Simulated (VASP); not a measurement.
VASP ran on this input.

**INCAR**
```
# general
SYSTEM   = PtSe2
PREC     = Accurate
ENCUT    = 520
LREAL    = .FALSE.   # projection in real space or not
LASPH    = .TRUE.   # aspherical one-centre terms

# electronic loop
EDIFF    = 1E-6   # SCF stop (eV)
NELM     = 100
ALGO     = Normal   # blocked Davidson
LMAXMIX  = 6

# smearing
ISMEAR   = 1   # Methfessel-Paxton
SIGMA    = 0.1   # width (eV)

# functional
GGA      = ML
LUSE_VDW = .TRUE.
AGGAC    = 0.0
ZAB_VDW  = -1.8867

# ions
IBRION   = 2   # conjugate gradients
NSW      = 60   # most ionic steps
ISIF     = 3
EDIFFG   = -0.02

# output
LWAVE    = .FALSE.
LCHARG   = .FALSE.
```

POSCAR:
```
PtSe2
1
    1.9373184949    -3.3555343348    -0.0000000000
    1.9373184949     3.3555343348     0.0000000000
   -0.0000000000     0.0000000000     5.6452368749
Pt Se
1 2
Direct
  0.0000000000   0.0000000000   0.0000000000
  0.3333330000   0.6666670000   0.2419657973
  0.6666670000   0.3333330000   0.7580342027
```

**KPOINTS**
```
Automatic mesh
0
Gamma
8 8 5
0 0 0
```

POTCAR, in this order: Pt Se (PBE.64 set). Program: vasp_std.

**Question.** Write an equivalent input for Quantum ESPRESSO's pw.x.

**Answer.** One equivalent input (not run):
```
&CONTROL
  calculation = 'vc-relax'
  pseudo_dir = './pseudo'
  outdir = './out'
  tprnfor = .true.
  tstress = .true.
  nstep = 60
  forc_conv_thr = 0.00078
/
&SYSTEM
  ibrav = 0
  nat = 3
  ntyp = 2
  ecutwfc = 86
  occupations = 'smearing'
  smearing = 'methfessel-paxton'
  degauss = 0.00735
  input_dft = 'vdw-df2'
/
&ELECTRONS
  conv_thr = 7.3e-08
  electron_maxstep = 100
/
&IONS
/
&CELL
/
ATOMIC_SPECIES
  Pt 195.084 Pt.upf
  Se 78.971 Se.upf
CELL_PARAMETERS angstrom
     1.9373185   -3.3555343   -0.0000000
     1.9373185    3.3555343    0.0000000
    -0.0000000    0.0000000    5.6452369
ATOMIC_POSITIONS crystal
  Pt   0.0000000  0.0000000  0.0000000
  Se   0.3333330  0.6666670  0.2419658
  Se   0.6666670  0.3333330  0.7580342
K_POINTS automatic
  8 8 5 0 0 0
```
What does not carry over: the potentials are each code's own (VASP's PAW set, PseudoDojo norm-conserving files in pw.x), so ENCUT and ecutwfc are chosen apart and not converted; conv_thr bounds pw.x's estimated SCF error, while EDIFF bounds the energy change between steps; forc_conv_thr acts on force components and is met together with etot_conv_thr.

The compound is PtSe2 in the 1T layered structure. This run relaxes it. Symmetry was kept, so distortions that lower it aren't found. The start is the result of an earlier pass.
